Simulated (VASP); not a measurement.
SrTiC2:

```
CELL_PARAMETERS angstrom
3.69308 0.00000 0.00000
0.00000 3.69308 0.00000
0.00000 0.00000 5.00755
ATOMIC_POSITIONS crystal
Sr 0.50000 0.50000 0.50000
Ti 0.00000 0.00000 0.00000
C 0.00000 0.00000 0.50000
C 0.50000 0.50000 0.00000
```

The cell was built by a generator and needn't be a form met in nature.

```yaml
Program: VASP 6.6.1
Task: relaxation of cell and atoms
Functional: PBE
Potentials_or_basis: VASP PAW PBE potentials, release 64 (Sr_sv, Ti_sv, C)
Cutoff: 600 eV
k_mesh: 7 × 7 × 6
Occupations: gaussian, width 0.05 eV
Spin: no spin polarisation
```

At the start: pressure -12.6 GPa; volume 17.07 Å³/atom.

Task: Where does the relaxation end?

Result: Over 11 steps the energy falls by 124.7 meV/atom and the volume is 14.43 Å³/atom (-15.5 %); space group P4/mmm (No. 123, to 0.05 Å).

The path:
| step | energy change (eV) | largest force (eV/Å) | pressure (GPa) | volume (Å³) |
| --- | --- | --- | --- | --- |
| 1 | 0.0000 | 0.0000 | -12.55 | 68.30 |
| 2 | -0.4302 | 0.0000 | 4.62 | 55.91 |
| 3 | -0.4602 | 0.0000 | 0.15 | 58.07 |
| 4 | -0.4601 | 0.0000 | -0.21 | 58.27 |
| 5 | -0.4720 | 0.0000 | -0.19 | 58.17 |
| 6 | -0.4963 | 0.0000 | -0.13 | 57.84 |
| 7 | -0.4601 | 0.0000 | 1.95 | 56.95 |
| 8 | -0.4987 | 0.0000 | 0.07 | 57.69 |
| 9 | -0.4987 | 0.0000 | 0.06 | 57.71 |
| 10 | -0.4987 | 0.0000 | -0.09 | 57.78 |
| 11 | -0.4987 | 0.0000 | 0.00 | 57.73 |

Final structure:
```
Sr Ti C
1.0
     3.40267    0.00000    0.00000
     0.00000    3.40267    0.00000
     0.00000    0.00000    4.98596
Sr Ti C
1 1 2
Direct
  0.50000 0.50000 0.50000
  0.00000 0.00000 0.00000
  0.00000 0.00000 0.50000
  0.50000 0.50000 0.00000
```

Caveat: the volume moved by over 15 % at a fixed basis, so the end points are rough.
